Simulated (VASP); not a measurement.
# Ge3B2C3 (R3m) in VASP: a series of runs

One crystal, Ge3B2C3, is run at these levels: PBE; tasks: relaxation of cell and atoms.

All numbers are computed with VASP 6.6.1; they aren't measurements. Logs are shortened: lines on timing, memory, paths and dates and some standing lists are left out, and cuts for length are marked.

### 1 The structure

It takes space group R3m (No. 160, trigonal). Conventional cell: a = 6.256 Å, b = 6.256 Å, c = 7.953 Å, α = 90.00°, β = 90.00°, γ = 120.00°. Ge (site symmetry m) is surrounded by 3 C at 1.99 to 2.01 Å and 1 B at 2.08 Å. B (site symmetry 3m) has 3 C at 1.71 Å and 1 B at 1.78 Å as nearest neighbours. Around B (site symmetry 3m) lie 1 B at 1.78 Å. C (site symmetry m) is surrounded by 1 B at 1.71 Å.

The cell was built by a generator and needn't be a form met in nature.

### 2 Relaxation of cell and atoms, PBE

The input, INCAR:

```
  ALGO = Normal
  EDIFF = 1E-6
  EDIFFG = -0.01
  ENCUT = 520
  GGA = PE
  IBRION = 2
  ISIF = 3
  ISMEAR = 0
  KPAR = 4
  LASPH = True
  LCHARG = False
  LREAL = False
  LWAVE = False
  NELM = 120
  NSW = 90
  PREC = Accurate
  SIGMA = 0.1
```

The input, KPOINTS:

```
k-points
0
Gamma
  8 8 8
```

The input, POSCAR:

```
Ge3B2C3
1.0
    3.1278149100      1.8058447800      2.6510000200
   -3.1278149100      1.8058447800      2.6510000200
    0.0000000000     -3.6116895600      2.6510000200
Ge B C
3 2 3
Direct
    0.9959273400      0.4905336700      0.4905336700
    0.4905336700      0.9959273400      0.4905336700
    0.4905336700      0.4905336700      0.9959273400
    0.0088033300      0.0088033300      0.0088033300
    0.7852399000      0.7852399000      0.7852399000
    0.2260660800      0.2260660800      0.7772201300
    0.2260660800      0.7772201300      0.2260660800
    0.7772201300      0.2260660800      0.2260660800
```

Potentials or basis: VASP PAW PBE potentials, release 64 (Ge_d, B, C).

Command:

```
> cat potpaw_PBE.64/Ge_d/POTCAR potpaw_PBE.64/B/POTCAR potpaw_PBE.64/C/POTCAR > POTCAR
> mpirun -np 4 vasp_std > vasp.out
```

OUTCAR:

```text
EDIFF = 1E-6
   EDIFFG = -0.01
   ENCUT = 520
   GGA = PE
   IBRION = 2
   ISIF = 3
   ISMEAR = 0
   LASPH = True
   LREAL = False
   NELM = 120
   NSW = 90
   PREC = Accurate

 ion  position               nearest neighbor table
   1  0.996  0.491  0.491-   8 1.99   7 2.01   6 2.01   5 2.08
   2  0.491  0.996  0.491-   7 1.99   8 2.01   6 2.01   5 2.08
   3  0.491  0.491  0.996-   6 1.99   7 2.01   8 2.01   5 2.08
   4  0.009  0.009  0.009-   6 1.71   7 1.71   8 1.71   5 1.78
   5  0.785  0.785  0.785-   4 1.78   3 2.08   1 2.08   2 2.08
   6  0.226  0.226  0.777-   4 1.71   3 1.99   1 2.01   2 2.01
   7  0.226  0.777  0.226-   4 1.71   2 1.99   1 2.01   3 2.01
   8  0.777  0.226  0.226-   4 1.71   1 1.99   2 2.01   3 2.01

  LATTYP: Found a trigonal (rhomboedric) cell.
 ALAT       =     4.4801900168
 COS(alpha) =     0.0251916989

  Lattice vectors:

 A1 = (   3.1278149100,   1.8058447800,   2.6510000200)
 A2 = (  -3.1278149100,   1.8058447800,   2.6510000200)
 A3 = (   0.0000000000,  -3.6116895600,   2.6510000200)

Analysis of symmetry for initial positions (statically):
=====================================================================
 Subroutine PRICEL returns:
 Original cell was already a primitive cell.

 Routine SETGRP: Setting up the symmetry group for a
 trigonal (rhombohedral) supercell.

 Subroutine GETGRP returns: Found  6 space group operations
 (whereof  6 operations were pure point group operations)
 out of a pool of 12 trial point group operations.

The static configuration has the point symmetry C_3v.

Analysis of symmetry for dynamics (positions and initial velocities):
=====================================================================
 Subroutine PRICEL returns:
 Original cell was already a primitive cell.

 Routine SETGRP: Setting up the symmetry group for a
 trigonal (rhombohedral) supercell.

 Subroutine GETGRP returns: Found  6 space group operations
 (whereof  6 operations were pure point group operations)
 out of a pool of 12 trial point group operations.

The dynamic configuration has the point symmetry C_3v.

 Subroutine INISYM returns: Found  6 space group operations
 (whereof  6 operations are pure point group operations),
 and found     1 'primitive' translations

----------------------------------------------------------------------------------------

                                     Primitive cell

  volume of cell :      89.8426

  direct lattice vectors                    reciprocal lattice vectors
     3.127814910  1.805844780  2.651000020     0.159856006  0.092292908  0.125738714
    -3.127814910  1.805844780  2.651000020    -0.159856006  0.092292908  0.125738714
     0.000000000 -3.611689560  2.651000020     0.000000000 -0.184585817  0.125738714

  length of vectors
     4.480190017  4.480190017  4.480190016     0.223343117  0.223343117  0.223343117

  position of ions in fractional coordinates (direct lattice)
     0.995927340  0.490533670  0.490533670
     0.490533670  0.995927340  0.490533670
     0.490533670  0.490533670  0.995927340
     0.008803330  0.008803330  0.008803330
     0.785239900  0.785239900  0.785239900
     0.226066080  0.226066080  0.777220130
     0.226066080  0.777220130  0.226066080
     0.777220130  0.226066080  0.226066080

  ion indices of the primitive-cell ions
   primitive index   ion index
                 1           1
                 2           2
                 3           3
                 4           4
                 5           5
                 6           6
                 7           7
                 8           8

----------------------------------------------------------------------------------------

 KPOINTS: k-points

Automatic generation of k-mesh.
 Grid dimensions read from file:
 generate k-points for:    8    8    8

 Generating k-lattice:

  Cartesian coordinates                     Fractional coordinates (reciprocal lattice)
     0.019982001  0.011536614  0.015717339     0.125000000  0.000000000  0.000000000
    -0.019982001  0.011536614  0.015717339     0.000000000  0.125000000  0.000000000
     0.000000000 -0.023073227  0.015717339     0.000000000  0.000000000  0.125000000

  Length of vectors
     0.027917890  0.027917890  0.027917890

  Shift w.r.t. Gamma in fractional coordinates (k-lattice)
     0.000000000  0.000000000  0.000000000

 Subroutine IBZKPT returns following result:
 ===========================================

 Found     65 irreducible k-points:

 Following reciprocal coordinates:
            Coordinates               Weight
  0.000000  0.000000  0.000000      1.000000
  0.125000  0.000000  0.000000      6.000000
  0.250000  0.000000  0.000000      6.000000
  0.375000  0.000000 -0.000000      6.000000
  0.500000  0.000000  0.000000      3.000000
  0.125000  0.125000  0.000000      6.000000
[... 16 lines left out ...]
  0.250000  0.125000  0.125000      6.000000
  0.375000  0.125000  0.125000      6.000000
 [... further k-points ...]
   k-points           NKPTS =     65   k-points in BZ     NKDIM =     65   number of bands    NBANDS=     36
   number of dos      NEDOS =    301   number of ions     NIONS =      8
   total plane-waves  NPLWV =  46656
   dimension x,y,z NGX =    36 NGY =   36 NGZ =   36
   dimension x,y,z NGXF=    72 NGYF=   72 NGZF=   72
   ions per type =               3   2   3
   NGX,Y,Z   is equivalent  to a cutoff of  13.36, 13.36, 13.36 a.u.
   NGXF,Y,Z  is equivalent  to a cutoff of  26.72, 26.72, 26.72 a.u.
 SYSTEM =  unknown system
   PREC   = accura    normal or accurate (medium, high low for compatibility)
   ISTART =      0    job   : 0-new  1-cont  2-samecut
   ICHARG =      2    charge: 1-file 2-atom 10-const
   ISPIN  =      1    spin polarized calculation?
   LNONCOLLINEAR =      F non collinear calculations
   LSORBIT =      F    spin-orbit coupling
   LASPH  =      T    aspherical Exc in radial PAW
   ENCUT  =  520.0 eV  38.22 Ry    6.18 a.u.   8.33  8.33  8.33*2*pi/ulx,y,z
   NELM   =    120;   NELMIN=  2; NELMDL= -5     # of ELM steps
   EDIFF  = 0.1E-05   stopping-criterion for ELM
   LREAL  =      F    real-space projection
   EDIFFG = -.1E-01   stopping-criterion for IOM
   NSW    =     90    number of steps for IOM
   IBRION =      2    ionic relax: 0-MD 1-quasi-New 2-CG
   NFREE  =      1    steps in history (QN), initial steepest desc. (CG)
   ISIF   =      3    stress and relaxation
   ISYM   =      2    0-nonsym 1-usesym 2-fastsym
   POTIM  = 0.5000    time-step for ionic-motion
   TEBEG  =    0.0;   TEEND  =   0.0 temperature during run
   PSTRESS=    0.0 pullay stress
   NELECT =      60.0000    total number of electrons
   NUPDOWN=      -1.0000    fix difference up-down
   EMIN   =  10.00;   EMAX   =-10.00  energy-range for DOS
   EFERMI =   0.00;   METHOD = LEGACY
   ISMEAR =     0;   SIGMA  =   0.10  broadening in eV -4-tet -1-fermi 0-gaus
   EFERMI_NEDOS =   21; number of points for ismear=-14 and -15
   IALGO  =     38    algorithm
   IMIX   =      4    mixing-type and parameters
     AMIX     =   0.40;   BMIX     =  1.00
     AMIX_MAG =   1.60;   BMIX_MAG =  1.00
  volume/ion in A,a.u.               =      11.23        75.79
  Fermi-wavevector in a.u.,A,eV,Ry     =   1.430972  2.704145 27.860385  2.047681
  Thomas-Fermi vector in A             =   2.550759
   LORBIT       =      0    0 simple, 1 ext, 2 COOP (PROOUT), +10 PAW based schemes
   GGA     = PE    functional components
   LHFCALC =     F    Hartree Fock is set to
   AEXX    =    0.0000 exact exchange contribution
   IVDW    =     0    specifies the selected vdW correction
   LEPSILON=     F    determine dielectric tensor
   LRPA    =     F    only Hartree local field effects (RPA)
 conjugate gradient relaxation of ions
 non-spin polarized calculation
 Gauss-broadening in eV      SIGMA  =   0.10
  energy-cutoff  :      520.00
  volume of cell :       89.84
 maximum number of plane-waves:      2438
 NGX is ok and might be reduce to    36
   NGX = 17   NGY = 17   NGZ = 17

--------------------------------------- Ionic step        1  -------------------------------------------

 number of electron      60.0000018 magnetization

 Free energy of the ion-electron system (eV)
  ---------------------------------------------------
  ext. energy  EPLUGINS =         0.00000000
  ---------------------------------------------------
  free energy    TOTEN  =       -49.87987832 eV

  energy without entropy =      -49.86693907  energy(sigma->0) =      -49.87340870

------------------------ aborting loop because EDIFF is reached ----------------------------------------

  FORCE on cell =-STRESS in cart. coord.  units (eV):
  Direction    XX          YY          ZZ          XY          YZ          ZX
  --------------------------------------------------------------------------------------
  -------------------------------------------------------------------------------------
  Total       -0.6557135     -0.6557135     -0.5957380      0.0000000     -0.0000000     -0.0000000
  in kB      -11.6934385    -11.6934385    -10.6238868      0.0000000     -0.0000000     -0.0000000
  external PRESSURE =     -11.3369213 kB  Pullay stress =       0.0000000 kB
[... 195 lines left out ...]
  energy  without entropy=      -49.8743296996  energy(sigma->0) =      -49.88031755

--------------------------------------- Ionic step        6  -------------------------------------------

 number of electron      60.0000007 magnetization

 Free energy of the ion-electron system (eV)
  ---------------------------------------------------
  ext. energy  EPLUGINS =         0.00000000
  ---------------------------------------------------
  free energy    TOTEN  =       -49.88648073 eV

  energy without entropy =      -49.87458297  energy(sigma->0) =      -49.88053185

 E-fermi :   6.3586     XC(G=0): -11.5718

 val. band max:        6.3374161888   @ k =   0.5000   0.2500   0.1250
 cond. band min:       6.3878318192   @ k =  -0.3750   0.1250   0.1250
 fundamental gap:      0.0504156304
 Fermi energy:         6.3585515888

 k-point     1 :       0.0000    0.0000    0.0000
  band No.  band energies     occupation
      1     -17.8848      2.00000
      2     -17.8848      2.00000
      3     -17.8830      2.00000
      4     -17.8299      2.00000
      5     -17.7891      2.00000
      6     -17.7891      2.00000
[... 925 lines left out ...]
     35      11.5487      0.00000
     36      12.0157      0.00000

 [... further k-points ...]

------------------------ aborting loop because EDIFF is reached ----------------------------------------

  FORCE on cell =-STRESS in cart. coord.  units (eV):
  Direction    XX          YY          ZZ          XY          YZ          ZX
  --------------------------------------------------------------------------------------
  -------------------------------------------------------------------------------------
  Total       -0.0455491     -0.0455491     -0.0464887      0.0000000      0.0000000      0.0000000
  in kB       -0.8172575     -0.8172575     -0.8341169      0.0000000      0.0000000      0.0000000
  external PRESSURE =      -0.8228773 kB  Pullay stress =       0.0000000 kB
[... 23 lines left out ...]
  FREE ENERGIE OF THE ION-ELECTRON SYSTEM (eV)
  ---------------------------------------------------
  free  energy   TOTEN  =       -49.8864807278 eV

  energy  without entropy=      -49.8745829664  energy(sigma->0) =      -49.88053185

 reached required accuracy - stopping structural energy minimisation
```

Run time: 2.7 min. Hardware: 4 MPI ranks of Intel Xeon Platinum 8559C (Emerald Rapids), shared host; peak memory 0.32 GiB.

What came out:

| Item | Value |
| --- | --- |
| Free energy | -49.8865 eV |
| Relaxed volume | 11.16 Å³/atom |
| Relaxed cell | a = 4.472 Å, b = 4.472 Å, c = 4.472 Å, α = 88.33°, β = 88.33°, γ = 88.33° |
| Space group after relaxing (to 0.05 Å) | R3m (No. 160) |
| Energy gained by relaxing | 0.8 meV/atom |
| Ionic steps | 6 |
| Pressure after relaxing | -0.1 GPa |
| Largest force after relaxing | 0.007 eV/Å |
| Band gap on the k mesh | none (metal or under the smearing width) |

Forces on the atoms (eV/Å):
```
Ge   0.001  0.001 -0.003
Ge  -0.001  0.001 -0.003
Ge   0.000 -0.001 -0.003
B    0.000  0.000 -0.002
B    0.000  0.000  0.007
C    0.000 -0.001  0.001
C   -0.001  0.001  0.001
C    0.001  0.001  0.001
```

The path:
| step | energy change (eV) | largest force (eV/Å) | pressure (GPa) | volume (Å³) |
| --- | --- | --- | --- | --- |
| 1 | 0.0000 | 0.1581 | -1.13 | 89.84 |
| 2 | -0.0040 | 0.0304 | 0.62 | 88.81 |
| 3 | -0.0048 | 0.0685 | 0.37 | 89.10 |
| 4 | -0.0063 | 0.0281 | 0.13 | 89.19 |
| 5 | -0.0064 | 0.0388 | 0.08 | 89.22 |
| 6 | -0.0066 | 0.0072 | -0.08 | 89.30 |

Final structure:
```
Ge B C
1.0
     3.11557    1.79878    2.65561
    -3.11557    1.79878    2.65561
     0.00000   -3.59755    2.65561
Ge B C
3 2 3
Direct
  0.99602 0.48929 0.48929
  0.48929 0.99602 0.48929
  0.48929 0.48929 0.99602
  0.00742 0.00742 0.00742
  0.78619 0.78619 0.78619
  0.22723 0.22723 0.77772
  0.22723 0.77772 0.22723
  0.77772 0.22723 0.22723
```

### 3 Relaxation of cell and atoms, PBE

This run uses another cell than the first one, of 11.16 Å³/atom, 0.994 times its volume.

The input, INCAR:

```
  ALGO = Normal
  EDIFF = 1E-7
  EDIFFG = -0.005
  ENCUT = 520
  GGA = PE
  IBRION = 2
  ISIF = 3
  ISMEAR = 0
  KPAR = 4
  LASPH = True
  LCHARG = False
  LREAL = False
  LWAVE = False
  NELM = 120
  NSW = 60
  POTIM = 0.3
  PREC = Accurate
  SIGMA = 0.1
```

KPOINTS is that of step 2.

The input, POSCAR:

```
Ge3B2C3                                 
1.0
    3.1155729434      1.7987768773      2.6556130407
   -3.1155729434      1.7987768773      2.6556130407
    0.0000000000     -3.5975537546      2.6556130407
  Ge              B               C             
     3     2     3
Direct
     0.9960220826571023    0.4892894777343391    0.4892894777343391
     0.4892894777343391    0.9960220826571023    0.4892894777343391
     0.4892894777343391    0.4892894777343391    0.9960220826571025
     0.0074231367137984    0.0074231367137984    0.0074231367137984
     0.7861854085779681    0.7861854085779681    0.7861854085779681
     0.2272324126844231    0.2272324126844231    0.7777157912136121
     0.2272324126844231    0.7777157912136121    0.2272324126844231
     0.7777157912136121    0.2272324126844231    0.2272324126844231
```

Potentials or basis: VASP PAW PBE potentials, release 64 (Ge_d, B, C).

Command:

```
> cat potpaw_PBE.64/Ge_d/POTCAR potpaw_PBE.64/B/POTCAR potpaw_PBE.64/C/POTCAR > POTCAR
> mpirun -np 4 vasp_std > vasp.out
```

Wall time 62 s (4 MPI ranks of Intel Xeon Platinum 8559C (Emerald Rapids), shared host); peak memory 0.33 GiB.

Results (log left out):

| Property | Result |
| --- | --- |
| Free energy | -49.8862 eV |
| Relaxed volume | 11.16 Å³/atom |
| Relaxed cell | a = 4.471 Å, b = 4.471 Å, c = 4.471 Å, α = 88.33°, β = 88.33°, γ = 88.33° |
| Space group after relaxing (to 0.05 Å) | R3m (No. 160) |
| Energy gained by relaxing | 0.0 meV/atom |
| Ionic steps | 2 |
| Pressure after relaxing | 0.0 GPa |
| Band gap on the k mesh | none (metal or under the smearing width) |

Forces in eV/Å, atoms in the order of the input:
```
Ge  -0.001  0.000 -0.001
Ge   0.001  0.000 -0.001
Ge   0.000  0.001 -0.001
B    0.000  0.000  0.000
B    0.000  0.000  0.003
C    0.000  0.000  0.000
C    0.000  0.000  0.000
C    0.000  0.000  0.000
```

Final structure:
```
Ge B C
1.0
     3.11498    1.79843    2.65514
    -3.11498    1.79843    2.65514
     0.00000   -3.59687    2.65514
Ge B C
3 2 3
Direct
  0.99602 0.48928 0.48928
  0.48928 0.99602 0.48928
  0.48928 0.48928 0.99602
  0.00742 0.00742 0.00742
  0.78621 0.78621 0.78621
  0.22723 0.22723 0.77772
  0.22723 0.77772 0.22723
  0.77772 0.22723 0.22723
```

Levels at points of the mesh, in eV from the Fermi level:
```
           k point  band 26  band 27  band 28  band 29  band 30  band 31  band 32  band 33  band 34  band 35
(0.00, 0.00, 0.00)    -2.94    -2.70    -2.70     0.66     1.26     1.26     2.01     2.29     2.29     3.60
(0.50, 0.00, 0.00)    -2.99    -2.45    -2.08    -2.03    -1.11    -0.33     3.42     3.97     4.83     5.54
(0.50, 0.50, 0.00)    -3.78    -3.23    -1.57    -1.27    -0.65     0.45     4.50     4.98     5.29     6.14
(0.50, 0.50, 0.50)    -1.24    -1.24    -0.82    -0.50     0.76     0.76     3.72     3.72     3.77     5.82
```
